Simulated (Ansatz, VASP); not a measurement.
## ZrF2: VASP beside Ansatz

```
Zr F
1.0
     2.86892    0.00000    0.00000
     0.00000    2.86892    0.00000
     0.00000    0.00000    5.94285
Zr F
1 2
Direct
  0.00000 0.00000 0.00000
  0.50000 0.50000 0.21069
  0.50000 0.50000 0.78931
```

Change from the starting cell: ordered vacancies on the cation sites of caesium chloride (P4/mmm, No. 123).

Alike in both runs: functional PBE; k mesh 16 × 16 × 8; occupations gaussian, width 0.1 eV; no spin polarisation.

Ansatz relaxed the structure, and its values are those at the end. VASP's run is a single point on that final structure, the one shown.

```csv
,VASP,Ansatz
version,VASP 6.6.1,Ansatz 0.2.0
potentials or method,"VASP PAW PBE potentials, release 64 (Zr_sv, F)","scalar-relativistic, plane waves, PAW"
plane-wave cutoff (eV),520,420
valence electrons in the cell,26,26
```

```tsv
	VASP	Ansatz	Ansatz less VASP
gap on the k mesh at the Fermi level (eV)	none	none	-
pressure (GPa)	0.1	0.0	-0.08
rms of the force components (eV/Å)	0.011	0.002	-0.0090
```

A gap of «none» marks a metal or a gap that the smearing closes.
